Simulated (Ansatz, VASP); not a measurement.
# Ni9N (Ni(110)-(2x1)-N added row) in two plane-wave programs, part 2 of 2

Aim: how closely do two programs agree when they are given the same cell, functional and k mesh? The structure shown is the start of the Ansatz relaxation below; VASP solves that cell, so the two are compared at the walk's first step.

VASP 6.6.1 and Ansatz 0.2.0.

So far: The structure; Ansatz: relaxation, LDA.

## 3. VASP: single point, LDA, start cell

Level of this step: LDA, spin-polarised from a ferromagnetic start; plane waves and PAW (Ni, N) (VASP).

The same cell, functional (in two slightly different forms), mesh and smearing now go to VASP, with its own data sets.

Lines of VASP's logs that name or quote its potential files are left out, and so is its time.

Input file INCAR:

```
SYSTEM = Ni9N
PREC = Accurate
ENCUT = 520
EDIFF = 1E-06
NELM = 200
ISMEAR = -1
SIGMA = 0.1
LREAL = .FALSE.
ALGO = Normal
GGA = CA
NBANDS = 66
ISPIN = 2
MAGMOM = 0.74 0.77 0.6 0.6 0.66 0.53 0.23 0.23 0.04 0.02
LASPH = .TRUE.
LMAXMIX = 4
LORBIT = 11
LWAVE = .FALSE.
LCHARG = .FALSE.
ISIF = 2
LDIPOL = .TRUE.
IDIPOL = 3
DIPOL = 0.5 0.5 0.498
LVHAR = .TRUE.
GGA_COMPAT = .FALSE.
NELMDL = -8
KPAR = 2
```

Input file POSCAR:

```
Ni9N
1.0
    3.5200000000      0.0000000000      0.0000000000
    0.0000000000      4.9780317396      0.0000000000
    0.0000000000      0.0000000000     22.0780317396
Ni N
9 1
Direct
    0.0000000000      0.0000000000      0.3849980877
    0.0000000000      0.5000000262      0.3849980877
    0.5000000000      0.2500000131      0.4413666995
    0.5000000000      0.7500000392      0.4413666995
    0.0000000000      0.0000000000      0.4977353113
    0.0000000000      0.5000000262      0.4977353113
    0.5000000000      0.2500000131      0.5541039230
    0.5000000000      0.7500000392      0.5541039230
    0.0000000000      0.0000000000      0.6104725348
    0.5000000000      0.0000000000      0.6150019241
```

Input file KPOINTS:

```
Automatic mesh
0
Gamma
8 6 1
0 0 0
```

Potentials, in the order of the species: Ni and N (LDA family, release 64).

Started as:

```console
mpirun -np 2 vasp_std
```

Numbers of over 12 decimals in the logs are rounded to 6 here.

Log:

```text
[banner, memory and clock lines left out]
running    2 mpi-ranks, on    1 nodes
 distrk:  each k-point on    1 cores,    2 groups
 distr:  one band on    1 cores,    1 groups

 POSCAR found type information on POSCAR NiN
 POSCAR found :  2 types and      10 ions
 LDA part: xc-table for (Slater(with rela. corr.)+CA(PZ))
 , standard interpolation
 POSCAR, INCAR and KPOINTS ok, starting setup
 FFT: planning ... GRIDC
 FFT: planning ... GRID_SOFT
 FFT: planning ... GRID
 WAVECAR not read
 entering main loop
       N       E                     dE             d eps       ncg     rms          rms(c)
DAV:   1     0.703763006376E+03    0.70376E+03   -0.40113E+04  5280   0.141E+03
DAV:   2     0.558506380627E+01   -0.69818E+03   -0.66006E+03  5324   0.328E+02
DAV:   3    -0.703061556519E+02   -0.75891E+02   -0.70492E+02  6854   0.136E+02
DAV:   4    -0.744143554504E+02   -0.41082E+01   -0.39994E+01  5816   0.310E+01
DAV:   5    -0.744888575242E+02   -0.74502E-01   -0.74405E-01  5864   0.405E+00
DAV:   6    -0.744920400769E+02   -0.31826E-02   -0.31825E-02  7244   0.676E-01
DAV:   7    -0.744921302297E+02   -0.90153E-04   -0.90152E-04  6852   0.106E-01
DAV:   8    -0.744921332768E+02   -0.30470E-05   -0.30470E-05  6668   0.174E-02    0.340E+01
DAV:   9    -0.771542048289E+02   -0.26621E+01   -0.11501E+02  6560   0.133E+02    0.435E+01
DAV:  10    -0.805516946970E+02   -0.33975E+01   -0.90435E+01  6058   0.165E+02    0.511E+01
DAV:  11    -0.763916623604E+02    0.41600E+01   -0.52888E+01  7056   0.104E+02    0.475E+01
DAV:  12    -0.706467674801E+02    0.57449E+01   -0.40662E+01  6268   0.843E+01    0.351E+01
DAV:  13    -0.645750394776E+02    0.60717E+01   -0.16387E+01  7198   0.640E+01    0.176E+01
DAV:  14    -0.670047008027E+02   -0.24297E+01   -0.21664E+01  6226   0.898E+01    0.244E+01
[...]
DAV:  46    -0.628332927781E+02   -0.22390E-04   -0.26410E-06  3944   0.165E-02    0.143E-02
DAV:  47    -0.628333058946E+02   -0.13116E-04   -0.26126E-06  4142   0.121E-02    0.550E-03
DAV:  48    -0.628333132340E+02   -0.73394E-05   -0.12467E-06  3730   0.945E-03    0.378E-03
DAV:  49    -0.628333173508E+02   -0.41168E-05   -0.41121E-07  3596   0.525E-03    0.522E-03
DAV:  50    -0.628333192330E+02   -0.18822E-05   -0.18475E-07  3532   0.379E-03    0.406E-03
DAV:  51    -0.628333206619E+02   -0.14289E-05   -0.95590E-08  3488   0.224E-03    0.364E-03
DAV:  52    -0.628333218721E+02   -0.12102E-05   -0.46362E-08  3468   0.175E-03    0.312E-03
DAV:  53    -0.628333227325E+02   -0.86037E-06   -0.22115E-08  3478   0.163E-03
   1 F= -.62833323E+02 E0= -.62537756E+02  d E =-.591133E+00  mag=     4.2878
```

Parts of OUTCAR (step 3):

```text
ion  position               nearest neighbor table
   1  0.000  0.000  0.385-   2 2.49   4 2.49   4 2.49   3 2.49   3 2.49   2 2.49   5 2.49
   2  0.000  0.500  0.385-   1 2.49   4 2.49   4 2.49   3 2.49   3 2.49   1 2.49   6 2.49
   3  0.500  0.250  0.441-   4 2.49   5 2.49   6 2.49   5 2.49   6 2.49   1 2.49   2 2.49   2 2.49
                             1 2.49   7 2.49   4 2.49
   4  0.500  0.750  0.441-   3 2.49   5 2.49   5 2.49   1 2.49   1 2.49   6 2.49   6 2.49   2 2.49
                             2 2.49   8 2.49   3 2.49
   5  0.000  0.000  0.498-   6 2.49   8 2.49   8 2.49   4 2.49   4 2.49   7 2.49   7 2.49   3 2.49
                             3 2.49   9 2.49   6 2.49   1 2.49
   6  0.000  0.500  0.498-   5 2.49   8 2.49   8 2.49   7 2.49   7 2.49   4 2.49   4 2.49   3 2.49
                             3 2.49   5 2.49   2 2.49
   7  0.500  0.250  0.554-  10 1.83   8 2.49   5 2.49   6 2.49   5 2.49   6 2.49   9 2.49   9 2.49
                             3 2.49   8 2.49
   8  0.500  0.750  0.554-  10 1.83   7 2.49   5 2.49   5 2.49   9 2.49   9 2.49   6 2.49   6 2.49
                             4 2.49   7 2.49
   9  0.000  0.000  0.610-  10 1.76  10 1.76   8 2.49   8 2.49   7 2.49   7 2.49   5 2.49
  10  0.500  0.000  0.615-   9 1.76   9 1.76   8 1.83   7 1.83

  LATTYP: Found a simple orthorhombic cell.
 ALAT       =     3.5200000000
 B/A-ratio  =     1.4142135624
 C/A-ratio  =     6.2721681078

 Subroutine GETGRP returns: Found  4 space group operations
 (whereof  4 operations were pure point group operations)

The static configuration has the point symmetry C_2v.

 Found     20 irreducible k-points:

   k-points           NKPTS =     20   k-points in BZ     NKDIM =     20   number of bands    NBANDS=     66

   dimension x,y,z NGX =    28 NGY =   40 NGZ =  168
   dimension x,y,z NGXF=    56 NGYF=   80 NGZF=  336

   ENCUT  =  520.0 eV  38.22 Ry    6.18 a.u.   6.54  9.26 41.05*2*pi/ulx,y,z

   NELECT =      95.0000    total number of electrons

 k-points in reciprocal lattice and weights: Automatic mesh
   0.00000000  0.00000000  0.00000000       0.021
   0.12500000  0.00000000  0.00000000       0.042
   0.25000000  0.00000000  0.00000000       0.042
   0.37500000  0.00000000  0.00000000       0.042
   0.50000000  0.00000000  0.00000000       0.021
   0.00000000  0.16666667  0.00000000       0.042
   0.12500000  0.16666667  0.00000000       0.083
   0.25000000  0.16666667  0.00000000       0.083
   0.37500000  0.16666667  0.00000000       0.083
[...]
0.37500000  0.50000000  0.00000000       0.042
   0.50000000  0.50000000  0.00000000       0.021

 dipolmoment           0.000000      0.000000      0.063868 electrons x Angstroem

 average (electrostatic) potential at core
       1 -92.0494       2 -92.0720       3 -92.3616       4 -92.3616       5 -92.3590
       6 -92.3452       7 -92.4820       8 -92.4820       9 -92.6705      10 -70.6631

 E-fermi :  -1.3635

 spin component 1
 k-point     1 :       0.0000    0.0000    0.0000
  band No.  band energies     occupation
    ...
     46      -1.8306      0.99072
     47      -1.7583      0.98107
     48      -1.7206      0.97264
     49      -1.5715      0.88895
     50      -1.4713      0.74602
     51      -1.3412      0.44434
     52      -0.3268      0.00003
     53      -0.0038      0.00000
     54       0.2813      0.00000
     55       0.9256      0.00000
    ...

 k-point     2 :       0.1250    0.0000    0.0000
  band No.  band energies     occupation
    ...
     45      -1.9072      0.99566
     46      -1.8471      0.99212
     47      -1.8009      0.98755
     48      -1.7586      0.98111
     49      -1.6796      0.95935
     50      -1.3200      0.39290
     51      -1.1806      0.13829
     52      -0.2289      0.00001
     53       0.0517      0.00000
     54       0.4920      0.00000
    ...

 k-point     3 :       0.2500    0.0000    0.0000
  band No.  band energies     occupation
    ...
     45      -1.8554      0.99275
     46      -1.7965      0.98700
     47      -1.7785      0.98447
     48      -1.7592      0.98124
     49      -1.6967      0.96550
     50      -1.1716      0.12792
     51      -0.8992      0.00954
     52      -0.2082      0.00001
     53       0.1795      0.00000
     54       0.3535      0.00000
    ...

 k-point     4 :       0.3750    0.0000    0.0000
  band No.  band energies     occupation
    ...
     45      -1.8352      0.99113
     46      -1.8115      0.98879
     47      -1.7904      0.98619
     48      -1.7684      0.98286
     49      -1.7314      0.97538
     50      -1.0384      0.03729
     51      -0.8120      0.00401
     52      -0.5207      0.00022
     53       0.2421      0.00000
     54       0.3349      0.00000
    ...

 k-point     5 :       0.5000    0.0000    0.0000
  band No.  band energies     occupation
    ...
     45      -1.8279      0.99047
     46      -1.8133      0.98899
     47      -1.8111      0.98875
     48      -1.7894      0.98606
     49      -1.7499      0.97943
     50      -1.3448      0.45338
     51      -0.6405      0.00072
     52      -0.1526      0.00001
     53       0.0764      0.00000
     54       0.1793      0.00000
    ...

 k-point     6 :       0.0000    0.1667    0.0000
  band No.  band energies     occupation
    ...
     47      -1.7955      0.98686
     48      -1.7621      0.98176
     49      -1.6143      0.92466
     50      -1.5086      0.81004
     51      -1.4824      0.76644
     52      -1.1728      0.12926
     53      -0.3498      0.00004
     54       0.6602      0.00000
     55       1.8244      0.00000
     56       1.9975      0.00000
    ...

  Total      -12.7277628    -13.2905239     -8.9504128      0.0000000      0.0000000      0.0000000
  in kB      -52.7110877    -55.0417212    -37.0674720      0.0000000      0.0000000      0.0000000
  external PRESSURE =     -48.2734270 kB  Pullay stress =       0.0000000 kB

  energy-cutoff  :      520.00
  volume of cell :      386.87
      direct lattice vectors                 reciprocal lattice vectors
     3.520000000  0.000000000  0.000000000     0.284090909  0.000000000  0.000000000
     0.000000000  4.978031740  0.000000000     0.000000000  0.200882608  0.000000000
     0.000000000  0.000000000 22.078031740     0.000000000  0.000000000  0.045293893

 POSITION                                       TOTAL-FORCE (eV/Angst)
 -----------------------------------------------------------------------------------
      0.00000      0.00000      8.50000         0.000000      0.000000      1.333859
      0.00000      2.48902      8.50000         0.000000      0.000000      1.327386
      1.76000      1.24451      9.74451         0.000000     -0.018187     -0.236535
      1.76000      3.73352      9.74451         0.000000      0.018187     -0.236535
      0.00000      0.00000     10.98902         0.000000      0.000000     -0.924968
      0.00000      2.48902     10.98902         0.000000      0.000000     -0.010061
      1.76000      1.24451     12.23352         0.000000      0.227391     -0.117060
      1.76000      3.73352     12.23352         0.000000     -0.227391     -0.117060
      0.00000      0.00000     13.47803         0.000000      0.000000     -0.260609
      1.76000      0.00000     13.57803         0.000000      0.000000     -0.758417
 -----------------------------------------------------------------------------------
    total drift:                                0.000000      0.000013      0.010564

  FREE ENERGIE OF THE ION-ELECTRON SYSTEM (eV)
  ---------------------------------------------------
  free  energy   TOTEN  =       -62.8333227325 eV

  energy  without entropy=      -62.2421901070  energy(sigma->0) =      -62.53775642

 vacuum level on the upper side and lower side of the slab         4.166         3.507

 total charge
# of ion       s       p       d       tot
------------------------------------------
    1        0.463   0.288   8.335   9.086
    2        0.462   0.289   8.332   9.082
    3        0.491   0.462   8.314   9.268
    4        0.491   0.462   8.314   9.268
    5        0.487   0.487   8.338   9.311
    6        0.491   0.462   8.318   9.271
    7        0.493   0.511   8.381   9.385
    8        0.493   0.511   8.381   9.385
    9        0.515   0.617   8.426   9.558
   10        1.263   2.383   0.000   3.646
--------------------------------------------------
tot          5.649   6.472  75.140  87.261

 magnetization (x)
# of ion       s       p       d       tot
------------------------------------------
    1        0.002  -0.009   0.726   0.718
    2        0.000  -0.007   0.736   0.729
    3       -0.005  -0.016   0.584   0.564
    4       -0.005  -0.016   0.584   0.564
    5       -0.004  -0.010   0.621   0.607
    6       -0.002  -0.011   0.534   0.521
    7       -0.002  -0.006   0.267   0.259
    8       -0.002  -0.006   0.267   0.259
    9        0.009   0.006   0.038   0.053
   10        0.001   0.018   0.000   0.019
--------------------------------------------------
tot         -0.008  -0.057   4.357   4.292

[... 6 further parts left out ...]
```

## 4. Side by side

Known differences besides the potentials themselves: VASP starts from the moments at which Ansatz ended; the two LDA forms differ slightly; the data sets hold 167 valence electrons in Ansatz (on its default PAW (the set named soft_2) files) and 95 in VASP; the cutoff is 420 eV in Ansatz and 520 eV in VASP; VASP's log shows a relativistic correction to its local exchange, Ansatz's none. Total energies have different zeros and are not compared.

Forces (eV/Å; atoms numbered as in POSCAR):

| atom | Ansatz x, y, z | VASP x, y, z |
| --- | --- | --- |
| Ni1 | 0.000, 0.000, 1.352 | 0.000, 0.000, 1.334 |
| Ni2 | 0.000, 0.000, 1.344 | 0.000, 0.000, 1.327 |
| Ni3 | 0.000, -0.015, -0.247 | 0.000, -0.018, -0.237 |
| Ni4 | 0.000, 0.015, -0.247 | 0.000, 0.018, -0.237 |
| Ni5 | 0.000, 0.000, -0.924 | 0.000, 0.000, -0.925 |
| Ni6 | 0.000, 0.000, -0.005 | 0.000, 0.000, -0.010 |
| Ni7 | 0.000, 0.189, -0.082 | 0.000, 0.227, -0.117 |
| Ni8 | 0.000, -0.189, -0.082 | 0.000, -0.227, -0.117 |
| Ni9 | 0.000, 0.000, -0.271 | 0.000, 0.000, -0.261 |
| N10 | 0.000, 0.000, -0.837 | 0.000, 0.000, -0.758 |

The forces differ by 20 meV/Å r.m.s., which is 4.9 % of the r.m.s. force of 0.420 eV/Å (both taken over all components). Moments aren't recorded for both runs of this pair, so they may hold unlike magnetic states. With vacuum in the cell, a pressure given here is an average over mostly empty space and none of the material.

## 5. Outcome

```json
{
 "r.m.s. force difference (single point, LDA, start cell)": "4.9 % of the r.m.s. force"
}
```

The r.m.s. force difference is 4.9 % of the r.m.s. force (single point, LDA, start cell), beyond the 3 % picked in this series as the mark of a large difference. The data sets hold unlike numbers of valence electrons (167 in Ansatz and 95 in VASP), so part of the differences comes from the potentials. What causes the difference of the single point, LDA, start cell pair stays open here. 1 further run of this series is not shown here. How closely two codes agree says nothing of how well the functional describes the real material.

[Lines on the potential files, build, host, timing and source positions are cut from VASP's logs without a mark.]

[Logs are printed without paths, hosts, clocks, repeated set-up lines and the standing remarks that a program may print on its own settings, such as how far it seeks lower states.]

[Hosts, paths, dates, database ids (printed as entryN), source tags and the programs' standing remarks are cut or masked in the printed files.]
